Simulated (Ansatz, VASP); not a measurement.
# One calculation of CsNiN, two programs

```
Cs Ni N
1.0
     5.53697    0.00000    0.00000
    -2.76848    4.79515    0.00000
     0.00000    0.00000    3.44666
Cs Ni N
1 1 1
Direct
  0.66667 0.33333 0.50000
  0.33333 0.66667 0.00000
  0.33333 0.66667 0.50000
```

The cell comes from a database or a generator and needn't be the stable form of this composition.

Alike in both runs: task single point; functional PBE; k mesh 6 × 6 × 8; occupations fermi-dirac, width 0.05 eV; no spin polarisation.

|  | VASP | Ansatz |
| --- | --- | --- |
| version | VASP 6.6.1 | Ansatz 0.2.0 |
| potentials or method | VASP PAW PBE potentials, release 64 (Cs_sv, Ni, N) | Ansatz PAW |
| plane-wave cutoff (eV) | 520 | 420 |
| valence electrons in the cell | 24 | 32 |

Ansatz gave:

```
gap on the k mesh at the Fermi level (eV)       : none
pressure (GPa)                                  : 0.0
largest component of the traceless stress (GPa) : 0.10
```

Problem. What did VASP give for the same quantities?

Solution. gap on the k mesh at the Fermi level (eV): none; pressure (GPa): 0.1; largest component of the traceless stress (GPa): 0.02.

A gap of «none» marks a metal or a gap that the smearing closes. The two sets of potentials don't hold the same shells in valence.

Caveats: the run has no spin polarisation, though such a crystal can be magnetic. Spin polarisation is off, so any magnetic state and its effect on volume and gap are missing. The runs have no spin-orbit coupling, so splittings on Cs are missing.
